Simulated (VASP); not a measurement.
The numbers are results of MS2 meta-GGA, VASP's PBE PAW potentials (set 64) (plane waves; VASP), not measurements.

Input for VASP

File POSCAR:
```
BN
1
    1.2747671752    -2.2079619102     0.0000000000
    1.2747671752     2.2079619102     0.0000000000
    0.0000000000     0.0000000000     6.8254632657
B N
2 2
Direct
  0.3333330000   0.6666670000   0.2500000000
  0.6666670000   0.3333330000   0.7500000000
  0.6666670000   0.3333330000   0.2500000000
  0.3333330000   0.6666670000   0.7500000000
```

File KPOINTS:
```
Regular mesh
0
Gamma
 10 10 4
0 0 0
```

### INCAR
```
! general
SYSTEM  = BN
PREC    = Accurate
ENCUT   = 520
LREAL   = F
LASPH   = T

! electronic loop
EDIFF   = 1E-7
NELM    = 100
ALGO    = Normal
LMIXTAU = T

! smearing
ISMEAR  = 0
SIGMA   = 0.05

! functional
METAGGA = MS2

! ions
IBRION  = 2
NSW     = 30
ISIF    = 4
EDIFFG  = -0.01

! output
LWAVE   = F
LCHARG  = F
```

POTCAR, in this order: B N (PBE.64 set). Program: vasp_std.

Output

### OUTCAR
```
 ion  position               nearest neighbor table
   1  0.333  0.667  0.250-   3 1.47   3 1.47   3 1.47
   2  0.667  0.333  0.750-   4 1.47   4 1.47   4 1.47
   3  0.667  0.333  0.250-   1 1.47   1 1.47   1 1.47
   4  0.333  0.667  0.750-   2 1.47   2 1.47   2 1.47
  LATTYP: Found a hexagonal cell.
 ALAT       =     2.5495346924
 C/A-ratio  =     2.6771407685
 Subroutine PRICEL returns:
 Original cell was already a primitive cell.
 Subroutine GETGRP returns: Found 24 space group operations
The static configuration has the point symmetry D_3d.
 The point group associated with its full space group is D_6h.
The dynamic configuration has the point symmetry D_3d.
 Subroutine INISYM returns: Found 24 space group operations
 Subroutine IBZKPT returns following result:
 Found     42 irreducible k-points:

 Following reciprocal coordinates:
            Coordinates               Weight
  0.000000  0.000000  0.000000      1.000000
  0.100000  0.000000  0.000000      6.000000
  0.200000  0.000000  0.000000      6.000000
  0.300000  0.000000  0.000000      6.000000
  0.400000 -0.000000  0.000000      6.000000
  0.500000 -0.000000  0.000000      3.000000
  0.100000  0.100000  0.000000      6.000000
  0.200000  0.100000  0.000000     12.000000
  0.300000  0.100000  0.000000     12.000000
  0.400000  0.100000  0.000000     12.000000
  0.200000  0.200000  0.000000      6.000000
  0.300000  0.200000  0.000000     12.000000
  0.400000  0.200000  0.000000      6.000000
  0.300000  0.300000  0.000000      6.000000
  0.000000  0.000000  0.250000      2.000000
  0.100000  0.000000  0.250000     12.000000
  0.200000  0.000000  0.250000     12.000000
  0.300000  0.000000  0.250000     12.000000
  0.400000 -0.000000  0.250000     12.000000
  0.500000 -0.000000  0.250000      6.000000
  0.100000  0.100000  0.250000     12.000000
  0.200000  0.100000  0.250000     24.000000
  0.300000  0.100000  0.250000     24.000000
  0.400000  0.100000  0.250000     24.000000
  0.200000  0.200000  0.250000     12.000000
  0.300000  0.200000  0.250000     24.000000
  0.400000  0.200000  0.250000     12.000000
  0.300000  0.300000  0.250000     12.000000
  0.000000  0.000000  0.500000      1.000000
  0.100000  0.000000  0.500000      6.000000
  0.200000  0.000000  0.500000      6.000000
  0.300000  0.000000  0.500000      6.000000
  0.400000 -0.000000  0.500000      6.000000
  0.500000 -0.000000  0.500000      3.000000
  0.100000  0.100000  0.500000      6.000000
  0.200000  0.100000  0.500000     12.000000
  0.300000  0.100000  0.500000     12.000000
  0.400000  0.100000  0.500000     12.000000
  0.200000  0.200000  0.500000      6.000000
  0.300000  0.200000  0.500000     12.000000
   k-points           NKPTS =     42   k-points in BZ     NKDIM =     42   number of bands    NBANDS=     12
   number of dos      NEDOS =    301   number of ions     NIONS =      4
   total plane-waves  NPLWV =  21600
   dimension x,y,z NGX =    20 NGY =   20 NGZ =   54
   dimension x,y,z NGXF=    40 NGYF=   40 NGZF=  108
   ions per type =               2   2
   PREC   = accura    normal or accurate (medium, high low for compatibility)
   ISTART =      0    job   : 0-new  1-cont  2-samecut
   ICHARG =      2    charge: 1-file 2-atom 10-const
   ISPIN  =      1    spin polarized calculation?
   LNONCOLLINEAR =      F non collinear calculations
   LSORBIT =      F    spin-orbit coupling
   INIWAV =      1    electr: 0-lowe 1-rand  2-diag
   ENCUT  =  520.0 eV  38.22 Ry    6.18 a.u.   4.74  4.74 12.69*2*pi/ulx,y,z
   NELM   =    100;   NELMIN=  2; NELMDL= -5     # of ELM steps
...
```

**OSZICAR**
```
       N       E                     dE             d eps       ncg     rms          rms(c)
DAV:   1     0.320714750119E+02    0.32071E+02   -0.77260E+03  1008   0.114E+03
DAV:   2    -0.624285355105E+02   -0.94500E+02   -0.86499E+02  1436   0.254E+02
DAV:   3    -0.666129518010E+02   -0.41844E+01   -0.41574E+01  1304   0.571E+01
DAV:   4    -0.666549013777E+02   -0.41950E-01   -0.41920E-01  1220   0.626E+00
DAV:   5    -0.666555097330E+02   -0.60836E-03   -0.60828E-03  1264   0.734E-01    0.108E+01
DAV:   6    -0.447549810996E+02    0.21901E+02   -0.18941E+01  1172   0.367E+01    0.508E+00
DAV:   7    -0.424938423193E+02    0.22611E+01   -0.47773E+00  1196   0.237E+01    0.398E+00
DAV:   8    -0.423638847305E+02    0.12996E+00   -0.10194E+00  1040   0.116E+01    0.162E+00
DAV:   9    -0.426105161170E+02   -0.24663E+00   -0.52183E-01  1168   0.787E+00    0.577E-01
DAV:  10    -0.423384787440E+02    0.27204E+00   -0.52655E-01  1072   0.858E+00    0.374E-01
DAV:  11    -0.423585547558E+02   -0.20076E-01   -0.18996E-02  1200   0.157E+00    0.172E-01
DAV:  12    -0.424098021912E+02   -0.51247E-01   -0.25383E-02  1044   0.219E+00    0.972E-02
DAV:  13    -0.424125362107E+02   -0.27340E-02   -0.80522E-04  1272   0.352E-01    0.628E-02
DAV:  14    -0.424120153825E+02    0.52083E-03   -0.21896E-04  1188   0.167E-01    0.431E-02
DAV:  15    -0.424163908935E+02   -0.43755E-02   -0.23768E-03  1040   0.657E-01    0.128E-02
DAV:  16    -0.424163590020E+02    0.31891E-04   -0.37522E-05  1288   0.720E-02    0.823E-03
DAV:  17    -0.424163751799E+02   -0.16178E-04   -0.51276E-07  1192   0.103E-02    0.724E-03
DAV:  18    -0.424162988680E+02    0.76312E-04   -0.26659E-05  1076   0.617E-02    0.440E-03
DAV:  19    -0.424163103304E+02   -0.11462E-04   -0.11813E-06  1336   0.123E-02    0.339E-03
DAV:  20    -0.424163070859E+02    0.32445E-05   -0.61213E-08   740   0.312E-03    0.259E-03
DAV:  21    -0.424162973448E+02    0.97412E-05   -0.30182E-06  1060   0.228E-02    0.982E-04
DAV:  22    -0.424162907443E+02    0.66004E-05   -0.77136E-08   852   0.393E-03    0.731E-04
DAV:  23    -0.424162940787E+02   -0.33343E-05   -0.34840E-08   656   0.260E-03    0.334E-04
DAV:  24    -0.424162914807E+02    0.25980E-05   -0.67251E-09   592   0.122E-03    0.142E-04
DAV:  25    -0.424162918945E+02   -0.41381E-06   -0.16988E-09   596   0.592E-04    0.879E-05
DAV:  26    -0.424162918860E+02    0.84797E-08   -0.58885E-10   572   0.317E-04
   1 F= -.42416292E+02 E0= -.42416292E+02  d E =-.424163E+02
       N       E                     dE             d eps       ncg     rms          rms(c)
DAV:   1    -0.427206707524E+02   -0.30438E+00   -0.11378E+01  1008   0.306E+01    0.207E+00
DAV:   2    -0.424847339056E+02    0.23594E+00   -0.26437E-01  1036   0.528E+00    0.117E+00
DAV:   3    -0.424569795976E+02    0.27754E-01   -0.25894E-01  1200   0.556E+00    0.384E-01
DAV:   4    -0.425015265983E+02   -0.44547E-01   -0.54667E-02  1028   0.285E+00    0.213E-01
DAV:   5    -0.424921821467E+02    0.93445E-02   -0.18013E-02  1016   0.159E+00    0.946E-02
DAV:   6    -0.425029423217E+02   -0.10760E-01   -0.62673E-03  1032   0.993E-01    0.311E-02
DAV:   7    -0.425031852565E+02   -0.24293E-03   -0.98127E-04  1188   0.421E-01    0.216E-02
DAV:   8    -0.425034268264E+02   -0.24157E-03   -0.44283E-04  1032   0.312E-01    0.934E-03
DAV:   9    -0.425035076411E+02   -0.80815E-04   -0.51492E-05  1064   0.108E-01    0.478E-03
DAV:  10    -0.425034846334E+02    0.23008E-04   -0.29156E-05  1072   0.804E-02    0.141E-03
DAV:  11    -0.425035076581E+02   -0.23025E-04   -0.20106E-06  1196   0.233E-02    0.966E-04
DAV:  12    -0.425035070397E+02    0.61849E-06   -0.41408E-08   860   0.313E-03    0.566E-04
DAV:  13    -0.425035150283E+02   -0.79886E-05   -0.29344E-07  1044   0.654E-03    0.297E-04
DAV:  14    -0.425035122623E+02    0.27659E-05   -0.31008E-08   732   0.281E-03    0.148E-04
DAV:  15    -0.425035123823E+02   -0.11999E-06   -0.12705E-09   588   0.445E-04    0.123E-04
DAV:  16    -0.425035123567E+02    0.25666E-07   -0.52103E-10   584   0.296E-04
   2 F= -.42503512E+02 E0= -.42503512E+02  d E =-.872205E-01
```

OUTCAR:
```
------------------------ aborting loop because EDIFF is reached ----------------------------------------
  FORCE on cell =-STRESS in cart. coord.  units (eV):
  Direction    XX          YY          ZZ          XY          YZ          ZX
  --------------------------------------------------------------------------------------
  Total       -0.2525229     -0.2525229     -0.1945616     -0.0000000      0.0000000     -0.0000000
  in kB      -10.5299596    -10.5299629     -8.1130293     -0.0000000      0.0000000     -0.0000000
  external PRESSURE =      -9.7243173 kB  Pullay stress =       0.0000000 kB
  volume of cell :       38.42
      direct lattice vectors                 reciprocal lattice vectors
     1.251533453 -2.167719871  0.000000000     0.399509896 -0.230657110  0.000000000
     1.251533453  2.167719871  0.000000000     0.399509896  0.230657110  0.000000000
     0.000000000  0.000000000  7.081234255    -0.000000000  0.000000000  0.141218319
  FREE ENERGIE OF THE ION-ELECTRON SYSTEM (eV)
  ---------------------------------------------------
  free  energy   TOTEN  =       -42.5035123567 eV

  energy  without entropy=      -42.5035123567  energy(sigma->0) =      -42.50351236

 reached required accuracy - stopping structural energy minimisation
```
(Selected blocks of OUTCAR.)

File CONTCAR:
```
BN
   1.00000000000000
     1.2515334526055648   -2.1677198708193712    0.0000000000000000
     1.2515334526055648    2.1677198708193712    0.0000000000000000
     0.0000000000000000    0.0000000000000000    7.0812342551304468
  B               N
     2     2
Direct
     0.3333330000000032    0.6666669999999968    0.2500000000000000
     0.6666669999999968    0.3333330000000032    0.7500000000000000
     0.6666669999999968    0.3333330000000032    0.2500000000000000
     0.3333330000000032    0.6666669999999968    0.7500000000000000
```

The compound is BN in the hex structure. This cell is one point of a volume scan, at 1.06 of the reference volume. Symmetry was kept, so distortions that lower it aren't found.
